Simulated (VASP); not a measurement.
Output of a VASP run:

### OUTCAR
```
 ion  position               nearest neighbor table
   1  0.000  0.000  0.000-
  LATTYP: Found a face centered cubic cell.
 ALAT       =     4.0082000000
 Subroutine PRICEL returns:
 Original cell was already a primitive cell.
 Subroutine GETGRP returns: Found 48 space group operations
The static configuration has the point symmetry O_h .
The dynamic configuration has the point symmetry O_h .
 Subroutine INISYM returns: Found 48 space group operations
 Subroutine IBZKPT returns following result:
 Found    195 irreducible k-points:

 Following reciprocal coordinates:
            Coordinates               Weight
  0.000000  0.000000  0.000000      1.000000
  0.055556  0.000000  0.000000      8.000000
  0.111111  0.000000  0.000000      8.000000
  0.166667  0.000000  0.000000      8.000000
  0.222222  0.000000  0.000000      8.000000
  0.277778  0.000000  0.000000      8.000000
  0.333333  0.000000  0.000000      8.000000
  0.388889  0.000000  0.000000      8.000000
  0.444444  0.000000  0.000000      8.000000
  0.500000  0.000000  0.000000      4.000000
  0.055556  0.055556  0.000000      6.000000
  0.111111  0.055556  0.000000     24.000000
  0.166667  0.055556  0.000000     24.000000
  0.222222  0.055556  0.000000     24.000000
  0.277778  0.055556  0.000000     24.000000
  0.333333  0.055556  0.000000     24.000000
  0.388889  0.055556  0.000000     24.000000
  0.444444  0.055556  0.000000     24.000000
  0.500000  0.055556  0.000000     24.000000
 -0.444444  0.055556  0.000000     24.000000
 -0.388889  0.055556  0.000000     24.000000
 -0.333333  0.055556  0.000000     24.000000
 -0.277778  0.055556  0.000000     24.000000
 -0.222222  0.055556  0.000000     24.000000
 -0.166667  0.055556  0.000000     24.000000
 -0.111111  0.055556  0.000000     24.000000
 -0.055556  0.055556  0.000000     12.000000
  0.111111  0.111111  0.000000      6.000000
  0.166667  0.111111  0.000000     24.000000
  0.222222  0.111111  0.000000     24.000000
  0.277778  0.111111  0.000000     24.000000
  0.333333  0.111111  0.000000     24.000000
  0.388889  0.111111  0.000000     24.000000
  0.444444  0.111111  0.000000     24.000000
  0.500000  0.111111  0.000000     24.000000
 -0.444444  0.111111  0.000000     24.000000
 -0.388889  0.111111  0.000000     24.000000
 -0.333333  0.111111  0.000000     24.000000
 -0.277778  0.111111  0.000000     24.000000
 -0.222222  0.111111  0.000000     24.000000
   k-points           NKPTS =    195   k-points in BZ     NKDIM =    195   number of bands    NBANDS=      9
   number of dos      NEDOS =    301   number of ions     NIONS =      1
   total plane-waves  NPLWV =   4096
   dimension x,y,z NGX =    16 NGY =   16 NGZ =   16
   dimension x,y,z NGXF=    32 NGYF=   32 NGZF=   32
   ions per type =               1
   PREC   = accura    normal or accurate (medium, high low for compatibility)
   ISTART =      0    job   : 0-new  1-cont  2-samecut
   ICHARG =      2    charge: 1-file 2-atom 10-const
   ISPIN  =      1    spin polarized calculation?
   LNONCOLLINEAR =      F non collinear calculations
   LSORBIT =      F    spin-orbit coupling
   INIWAV =      1    electr: 0-lowe 1-rand  2-diag
   ENCUT  =  300.0 eV  22.05 Ry    4.70 a.u.   4.00  4.00  4.00*2*pi/ulx,y,z
   NELM   =    100;   NELMIN=  2; NELMDL= -5     # of ELM steps
   EDIFF  = 0.1E-05   stopping-criterion for ELM
   LREAL  =      F    real-space projection
   NLSPLINE    = F    spline interpolate recip. space projectors
   LMAXMIX     =    4 max onsite mixed and CHGCAR
   VOSKOWN=      0    Vosko Wilk Nusair interpolation
   EDIFFG = 0.1E-04   stopping-criterion for IOM
   NSW    =      0    number of steps for IOM
   NBLOCK =      1;   KBLOCK =      1    inner block; outer block
   IBRION =     -1    ionic relax: 0-MD 1-quasi-New 2-CG
   NFREE  =      0    steps in history (QN), initial steepest desc. (CG)
...
```

OSZICAR:
```
       N       E                     dE             d eps       ncg     rms          rms(c)
DAV:   1     0.235240083866E+02    0.23524E+02   -0.42568E+03  4238   0.693E+02
DAV:   2    -0.277167071098E+01   -0.26296E+02   -0.24735E+02  3611   0.148E+02
DAV:   3    -0.293654043581E+01   -0.16487E+00   -0.16484E+00  4115   0.137E+01
DAV:   4    -0.293683576304E+01   -0.29533E-03   -0.29532E-03  3859   0.534E-01
DAV:   5    -0.293683749828E+01   -0.17352E-05   -0.17350E-05  3887   0.382E-02    0.612E+00
DAV:   6    -0.268646639208E+01    0.25037E+00   -0.10999E+00  3565   0.115E+01    0.391E+00
DAV:   7    -0.267480984830E+01    0.11657E-01   -0.15096E-02  3764   0.131E+00    0.210E+00
DAV:   8    -0.267115563825E+01    0.36542E-02   -0.58646E-04  3590   0.195E-01    0.820E-02
DAV:   9    -0.267116465613E+01   -0.90179E-05   -0.12821E-05  4047   0.384E-02    0.139E-02
DAV:  10    -0.267116995861E+01   -0.53025E-05   -0.27727E-06  3834   0.168E-02    0.535E-03
DAV:  11    -0.267116961980E+01    0.33882E-06   -0.15214E-07  1810   0.438E-03
   1 F= -.26711696E+01 E0= -.26675294E+01  d E =-.728035E-02
```

### OUTCAR
```
------------------------ aborting loop because EDIFF is reached ----------------------------------------
  FORCE on cell =-STRESS in cart. coord.  units (eV):
  Direction    XX          YY          ZZ          XY          YZ          ZX
  --------------------------------------------------------------------------------------
  Total        1.2350565      1.2350565      1.2350565     -0.0000000      0.0000000      0.0000000
  in kB      122.9162397    122.9162397    122.9162397     -0.0000000      0.0000000      0.0000000
  external PRESSURE =     122.9162397 kB  Pullay stress =       0.0000000 kB
  volume of cell :       16.10
      direct lattice vectors                 reciprocal lattice vectors
     0.000000000  2.004100000  2.004100000    -0.249488548  0.249488548  0.249488548
     2.004100000  0.000000000  2.004100000     0.249488548 -0.249488548  0.249488548
     2.004100000  2.004100000  0.000000000     0.249488548  0.249488548 -0.249488548
 POSITION                                       TOTAL-FORCE (eV/Angst)
 -----------------------------------------------------------------------------------
      0.00000      0.00000      0.00000         0.000000      0.000000      0.000000
 -----------------------------------------------------------------------------------
    total drift:                                0.000000      0.000000     -0.000000
  FREE ENERGIE OF THE ION-ELECTRON SYSTEM (eV)
  ---------------------------------------------------
  free  energy   TOTEN  =        -2.6711696198 eV

  energy  without entropy=       -2.6638892680  energy(sigma->0) =       -2.66752944
```
(Selected blocks of OUTCAR.)

File POSCAR:
```
Ag
1
    0.0000000000     2.0041000000     2.0041000000
    2.0041000000     0.0000000000     2.0041000000
    2.0041000000     2.0041000000     0.0000000000
Ag
1
Direct
  0.0000000000   0.0000000000   0.0000000000
```

Q: Reconstruct the remaining input files.

A: One answer among several that fit: the input of the run itself, PBE GGA, plane waves, VASP's PBE PAW potentials (set 64).

INCAR:
```
SYSTEM=Ag
PREC=Accurate; ENCUT=300; LREAL=.FALSE.
LASPH=.TRUE.
EDIFF=1E-6; NELM=100; ALGO=Normal
LMAXMIX=4
ISMEAR=-1; SIGMA=0.1
GGA=PE
ISIF=2
LWAVE=.FALSE.; LCHARG=.FALSE.
```

KPOINTS:
```
Automatic mesh
0
Gamma
18 18 18
0 0 0
```

POTCAR, in this order: Ag (PBE.64 set). Program: vasp_std.

At this cut-off the stress carries a Pulay error, which pulls relaxed volumes low.

The structure is a typed Ag crystal (Fm-3m). The cell was not relaxed at this level, and its volume differs by -5.9 % from the start's.
